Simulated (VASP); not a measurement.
# Quasiparticle energies of MoS2 in VASP, part 4 of 4

How does the gap of MoS2 change from the starting functional to GW? The cell has space group P6_3/mmc. The start is a cell from a database of measured crystal structures.

VASP 6.6.1, plane waves and PAW; the level of theory is named at each step.

So far, quasiparticle gap on the mesh (eV): step 4 (G0W0, ENCUTGW 80, bands in the sums 176) 1.31; step 6 (G0W0, ENCUTGW 110, bands in the sums 288) 1.34; step 8 (G0W0, ENCUTGW 140, bands in the sums 408) 1.36.

The database entry behind the starting cell differs from later determinations by our own check (about 0.3 % long), so it need not match the best structure at ambient conditions.

### Step 10. G0W0, one more run, ENCUTGW 140, bands in the sums 40

This step: G0W0 on PBE, no spin polarisation; plane waves and PAW (Mo_sv_GW, S_GW) (VASP 6.6.1).

This run repeats the step with a slip in the input.

Input file INCAR:

```
SYSTEM = MoS2
PREC = Accurate
ENCUT = 370
ISMEAR = 0
SIGMA = 0.01
LREAL = .FALSE.
GGA = PE
NBANDS = 40
LASPH = .TRUE.
ALGO = EVGW0
NELMGW = 1
ENCUTGW = 140
NOMEGA = 48
PRECFOCK = Fast
NBANDSGW = 40
LWAVE = .FALSE.
LCHARG = .FALSE.
```

Input file POSCAR:

```
MoS2
1.0
    3.1690000000      0.0000000000      0.0000000000
   -1.5845000000      2.7444345046      0.0000000000
    0.0000000000      0.0000000000     12.3240000000
Mo S
2 4
Direct
    0.3333333333      0.6666666667      0.2500000000
    0.6666666667      0.3333333333      0.7500000000
    0.3333333333      0.6666666667      0.6230000000
    0.6666666667      0.3333333333      0.1230000000
    0.3333333333      0.6666666667      0.8770000000
    0.6666666667      0.3333333333      0.3770000000
```

Input file KPOINTS:

```
Automatic mesh
0
Gamma
6 6 2
0 0 0
```

The projector-augmented-wave data sets are Mo_sv_GW and S_GW (PBE family, release 64).

Launch:

```sh
$ mpirun -np 8 vasp_std
```

The log of the run:

```text
[banner, memory and clock lines left out]
running    8 mpi-ranks, on    1 nodes
 distrk:  each k-point on    8 cores,    1 groups
 distr:  one band on    1 cores,    8 groups

 POSCAR found type information on POSCAR MoS
 POSCAR found :  2 types and       6 ions
 [... a notice as in an earlier step ...]

 [... a notice as in an earlier step ...]

 LDA part: xc-table for (Slater+PW92), standard interpolation
 found WAVECAR, reading the header
 POSCAR, INCAR and KPOINTS ok, starting setup
 FFT: planning ... GRIDC
 FFT: planning ... GRID_SOFT
 FFT: planning ... GRID
 reading WAVECAR
 the WAVECAR file was read successfully
 initial charge from wavefunction
 available memory per node:     25.17 GB, setting MAXMEM to     25773

 The Fermi energy was updated, please check that it is located mid-gap
 values below the HOMO (VB) or above the LUMO (CB) will cause erroneous energies
 E-fermi :   7.9067

 calculate exact exchange contribution
 the WAVEDER file was read successfully
 [... a notice as in an earlier step ...]

energies w=
    0.000    0.000    0.925    0.000    1.847    0.000    2.761    0.000
    3.665    0.000    4.555    0.000    5.431    0.000    6.290    0.000
    7.134    0.000    7.962    0.000    8.775    0.000    9.574    0.000
   10.363    0.000   11.142    0.000   11.914    0.000   12.683    0.000
   13.451    0.000   14.221    0.000   14.996    0.000   15.782    0.000
   16.580    0.000   17.397    0.000   18.237    0.000   19.106    0.000
   20.009    0.000   20.955    0.000   21.952    0.000   23.009    0.000
   24.138    0.000   25.356    0.000   26.677    0.000   28.123    0.000
   29.721    0.000   31.504    0.000   33.518    0.000   35.817    0.000
   38.478    0.000   41.604    0.000   45.340    0.000   49.893    0.000
   55.575    0.000   62.871    0.000   72.582    0.000   86.135    0.000
  106.333    0.000  139.551    0.000  204.087    0.000  382.542    0.000
 responsefunction array rank=     432
 LDA part: xc-table for (Slater+PW92), standard interpolation

 min. memory requirement per mpi rank    316.2 MB, per node   2529.4 MB

 allocating   6 responsefunctions rank=   432
 shmem allocating  48 responsefunctions rank=   432
 response function shared by NCSHMEM nodes    1
 Doing            6  frequencies on each core in blocks of           48
NQ=   1    0.0000    0.0000    0.0000,
|.........|.........|.........|.........|.........|.........|.........|.........
 performed         97000 updates of chi_q(r,r)
 total number of BLAS operations        103.61 Gflops
NQ=   2    0.1667   -0.0000    0.0000,
|.........|.........|.........|.........|.........|.........|.........|.........
 performed        341000 updates of chi_q(r,r)
 total number of BLAS operations        405.61 Gflops
NQ=   3    0.3333   -0.0000    0.0000,
|.........|.........|.........|.........|.........|.........|.........|.........
 performed        585000 updates of chi_q(r,r)
 total number of BLAS operations        713.79 Gflops
NQ=   4    0.5000   -0.0000    0.0000,
|.........|.........|.........|.........|.........|.........|.........|.........
 performed        746000 updates of chi_q(r,r)
 total number of BLAS operations        922.21 Gflops
NQ=   5    0.1667    0.1667    0.0000,
|.........|.........|.........|.........|.........|.........|.........|.........
 performed        990000 updates of chi_q(r,r)
 total number of BLAS operations       1233.50 Gflops
NQ=   6    0.3333    0.1667    0.0000,
|.........|.........|.........|.........|.........|.........|.........|.........
 performed       1272000 updates of chi_q(r,r)
 total number of BLAS operations       1610.13 Gflops
NQ=   7    0.3333    0.3333    0.0000,
|.........|.........|.........|.........|.........|.........|.........|.........
 performed       1401000 updates of chi_q(r,r)
 total number of BLAS operations       1784.75 Gflops
NQ=   8    0.0000    0.0000    0.5000,
|.........|.........|.........|.........|.........|.........|.........|.........
 performed       1498000 updates of chi_q(r,r)
 total number of BLAS operations       1885.55 Gflops
NQ=   9    0.1667   -0.0000    0.5000,
|.........|.........|.........|.........|.........|.........|.........|.........
 performed       1742000 updates of chi_q(r,r)
 total number of BLAS operations       2192.17 Gflops
NQ=  10    0.3333   -0.0000    0.5000,
|.........|.........|.........|.........|.........|.........|.........|.........
 performed       1986000 updates of chi_q(r,r)
 total number of BLAS operations       2514.48 Gflops
NQ=  11    0.5000   -0.0000    0.5000,
|.........|.........|.........|.........|.........|.........|.........|.........
 performed       2147000 updates of chi_q(r,r)
 total number of BLAS operations       2733.40 Gflops
NQ=  12    0.1667    0.1667    0.5000,
|.........|.........|.........|.........|.........|.........|.........|.........
 performed       2391000 updates of chi_q(r,r)
 total number of BLAS operations       3040.03 Gflops
NQ=  13    0.3333    0.1667    0.5000,
|.........|.........|.........|.........|.........|.........|.........|.........
 performed       2673000 updates of chi_q(r,r)
 total number of BLAS operations       3420.36 Gflops
NQ=  14    0.3333    0.3333    0.5000,
|.........|.........|.........|.........|.........|.........|.........|.........
 performed       2802000 updates of chi_q(r,r)
 total number of BLAS operations       3607.96 Gflops
 resolving degeneracies of screened two electron integrals

 calculate QP shifts <psi_nk| G(iteration)W_0 |psi_nk>: iteration 1
 entering main loop
```

The job ended after 3 min (8 MPI ranks of AMD EPYC 9R45, shared host; peak memory 2.8 GiB; 22 min of CPU time).

From OUTCAR (step 10):

```text
   k-points           NKPTS =     14   k-points in BZ     NKDIM =     72   number of bands    NBANDS=     40

   NELECT =      52.0000    total number of electrons

 E-fermi :   7.9067

 QP shifts <psi_nk| G(iteration)W_0 |psi_nk>: iteration 1
 for sc-GW calculations column KS-energies equals QP-energies in previous step
 and V_xc(KS)=  KS-energies - (<T + V_ion + V_H > + <T+V_H+V_ion>^1  + <V_x>^1)
 k-point   1 :       0.0000    0.0000    0.0000
  band No.  KS-energies  QP-energies   sigma(KS)   V_xc(KS)     V^pw_x(r,r')   Z            occupation Imag(sigma)
    ...
     23       5.3325       6.3704     -14.6936     -16.0702     -17.6875       0.7539       2.0000       0.3363
     24       6.2779       6.9968     -12.8485     -13.7853     -16.1975       0.7674       2.0000       0.3349
     25       6.3170       7.4342     -13.7969     -15.2801     -16.3835       0.7533       2.0000       0.3044
     26       7.4643       8.7334     -14.5917     -16.2793     -16.8302       0.7519       2.0000       0.2214
     27       9.5597      11.6376     -12.9206     -15.6383     -10.9046       0.7646       0.0000      -0.2513
     28       9.5597      11.6376     -12.9206     -15.6383     -10.9046       0.7646       0.0000      -0.2513
     29       9.5874      11.6618     -12.8259     -15.5389     -10.7936       0.7646       0.0000      -0.2545
     30       9.5874      11.6618     -12.8259     -15.5389     -10.7936       0.7646       0.0000      -0.2545
    ...

 k-point   2 :       0.1667   -0.0000    0.0000
  band No.  KS-energies  QP-energies   sigma(KS)   V_xc(KS)     V^pw_x(r,r')   Z            occupation Imag(sigma)
    ...
     23       5.4056       6.1018     -12.9393     -13.8528     -16.2660       0.7621       2.0000       0.3649
     24       6.2773       7.4316     -14.0828     -15.6201     -16.7643       0.7508       2.0000       0.3092
     25       6.2986       7.0407     -12.8371     -13.8051     -16.1609       0.7667       2.0000       0.3291
     26       6.6929       7.8757     -14.1986     -15.7685     -16.7374       0.7534       2.0000       0.2704
     27       8.9519      10.8580     -12.6962     -15.1976     -10.7824       0.7620       0.0000      -0.2344
     28       9.3154      11.3064     -13.0161     -15.6412     -11.1677       0.7585       0.0000      -0.2578
     29       9.3254      11.4027     -13.2069     -15.9214     -10.9765       0.7653       0.0000      -0.2444
     30       9.5196      11.5399     -13.2964     -15.9648     -11.2834       0.7571       0.0000      -0.2817
    ...

[... 8 parts as in an earlier step ...]

[... 7 further parts left out ...]
```

Convergence was reached, but on settings outside the sound range, so the numbers are no properties of the crystal.

The fault in the input: too few bands. GW and response sums need hundreds of empty bands, so NBANDS has to follow the run without the slip.

### Step 11. Summary

This step: GW series: G0W0 on PBE; plane waves and PAW (VASP 6.6.1).

This step runs nothing: it gathers the runs above.

This step gave:

* gap extrapolated to a complete basis: 1.403 eV
* direct gap extrapolated to a complete basis: 2.208 eV

Cost is wall time times ranks on a shared host, with the step that makes the empty bands. GW runs:

```csv
level,bands,ENCUTGW (eV),NOMEGA,k mesh,starting gap (eV),quasiparticle gap (eV),direct gap (eV),cost (core minutes)
G0W0,176,80,48,6x6x2,0.8848,1.31,2.224,59.36
G0W0,288,110,48,6x6x2,0.8848,1.343,2.214,92.16
G0W0,408,140,48,6x6x2,0.8848,1.364,2.217,139.4
```

### Step 12. What came out

| Quantity | Value |
| --- | --- |
| G0W0 on PBE, 408 bands, ENCUTGW 140 eV, NOMEGA 48, mesh 6×6×2 | 0.885 → 1.364 eV |
| G0W0 on PBE, 176 bands, ENCUTGW 80 eV, NOMEGA 48, mesh 6×6×2 | 0.885 → 1.310 eV |
| gap at a complete basis (linear in ENCUTGW^-3/2) | 1.40 eV |

G0W0 gives a quasiparticle gap of 1.364 eV on the mesh, 0.48 eV over the PBE gap on the same mesh. On mesh and path the starting valence top lies at Γ and the conduction bottom at (0.182, 0.182, 0), so the starting gap is indirect. At the starting level the gap on the GW mesh lies within 20 meV of that on the path. The steps of the series move the gap by +33, +21 meV; the last costs 1.5 times the one before. The last step lies within a tolerance of 30 meV, picked for this account, and the last two together move the gap by +54 meV. Extrapolated from the last three points to a complete basis, the gap is 1.40 eV, +39 meV from the dearest run. The three points are fitted by a line in ENCUTGW^-3/2; a bend in them isn't tested. The extrapolation removes the error of the response basis alone, at this mesh, ENCUT and data set. Spin-orbit coupling is left out; with Mo in the cell it can split or shift band edges, by an amount that depends on which atoms form them and isn't tested here. VASP warned that the automatic setting of its frequency mesh failed, and advised more k points, in all GW runs. Those values are in doubt. Not tabulated here, as repeats of values shown or as unfit to read for their mesh, reference level or band range: eps2 curves (empty bands); eps1 curves and static values (empty bands); gaps (empty bands, too few empty bands). The run with too few bands isn't used: the sums over empty states are cut short. It gave 1.455 eV for the quasiparticle gap on the mesh, against 1.364 eV in the run without the slip that is nearest to it in settings (INCAR differs in NBANDS).

[Lines on the potential files, build, host, timing and source positions are cut from VASP's logs without a mark.]

[Logs are printed without paths, hosts, clocks, repeated set-up lines and the standing remarks that a program may print on its own settings, such as how far it seeks lower states.]

[Hosts, paths, dates, database ids (printed as entryN), source tags and the programs' standing remarks are cut or masked in the printed files.]

[Pressures printed for these runs are not shown converged in the cutoff: they can be off by several GPa and have the wrong sign.]

[In band tables of VASP the shares of atoms and orbitals are scaled to a sum of 1 inside the atoms' spheres.]
